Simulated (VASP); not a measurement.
An input for Quantum ESPRESSO's pw.x (written as the equivalent of a VASP run, and not itself run):

```
&CONTROL
  calculation = 'vc-relax'
  pseudo_dir = './pseudo'
  outdir = './out'
  tprnfor = .true.
  tstress = .true.
  nstep = 40
  forc_conv_thr = 0.00078
/
&SYSTEM
  ibrav = 0
  nat = 8
  ntyp = 2
  ecutwfc = 84
  occupations = 'smearing'
  smearing = 'methfessel-paxton'
  degauss = 0.00735
  input_dft = 'pbe'
/
&ELECTRONS
  conv_thr = 7.3e-08
  electron_maxstep = 100
/
&IONS
/
&CELL
  press = 200
/
ATOMIC_SPECIES
  V 50.941 V.upf
  Si 28.085 Si.upf
CELL_PARAMETERS angstrom
     4.6296310    0.0000000    0.0000000
     0.0000000    4.6296310    0.0000000
     0.0000000    0.0000000    4.6296310
ATOMIC_POSITIONS crystal
  V    0.2500000  0.0000000  0.5000000
  V    0.5000000  0.2500000  0.0000000
  V    0.5000000  0.7500000  0.0000000
  V    0.7500000  0.0000000  0.5000000
  V    0.0000000  0.5000000  0.7500000
  V    0.0000000  0.5000000  0.2500000
  Si   0.5000000  0.5000000  0.5000000
  Si   0.0000000  0.0000000  0.0000000
K_POINTS automatic
  7 7 7 0 0 0
```

**Question.** Translate this input to VASP (INCAR, KPOINTS, POSCAR, choice of POTCAR).

**Answer.** This is not unique; one that fits is 
### POSCAR
```
V3Si
1
    4.6296310091     0.0000000000     0.0000000000
    0.0000000000     4.6296310091     0.0000000000
    0.0000000000     0.0000000000     4.6296310091
V Si
6 2
Direct
  0.2500000000   0.0000000000   0.5000000000
  0.5000000000   0.2500000000   0.0000000000
  0.5000000000   0.7500000000   0.0000000000
  0.7500000000   0.0000000000   0.5000000000
  0.0000000000   0.5000000000   0.7500000000
  0.0000000000   0.5000000000   0.2500000000
  0.5000000000   0.5000000000   0.5000000000
  0.0000000000   0.0000000000   0.0000000000
```

KPOINTS:
```
Automatic
0
Gamma
  7 7 7
0 0 0
```

INCAR:
```
ALGO = Normal
EDIFF = 1E-6   ! SCF stop (eV)
GGA = PE   ! PBE
NELM = 100   ! most electronic steps
ISIF = 3   ! ions, shape and volume
ENCUT = 500   ! plane-wave cut-off (eV)
SIGMA = 0.1
IBRION = 2   ! conjugate gradients
LASPH = .TRUE.   ! aspherical one-centre terms
LCHARG = .FALSE.
ISMEAR = 1
NSW = 40   ! most ionic steps
LREAL = .FALSE.
EDIFFG = -0.02
SYSTEM = V3Si
PSTRESS = 200   ! kbar
LMAXMIX = 4
LWAVE = .FALSE.
PREC = Accurate
```

POTCAR, in this order: V_sv Si (PBE.64 set). Program: vasp_std.

Limits of the translation: the potentials are each code's own (VASP's PAW set, PseudoDojo norm-conserving files in pw.x), so ENCUT and ecutwfc are chosen apart and not converted; conv_thr bounds pw.x's estimated SCF error, while EDIFF bounds the energy change between steps; forc_conv_thr acts on force components and is met together with etot_conv_thr.

The compound is V3Si in the A15 structure. This run relaxes it under an external pressure of 20 GPa. Symmetry was kept, so distortions that lower it aren't found.
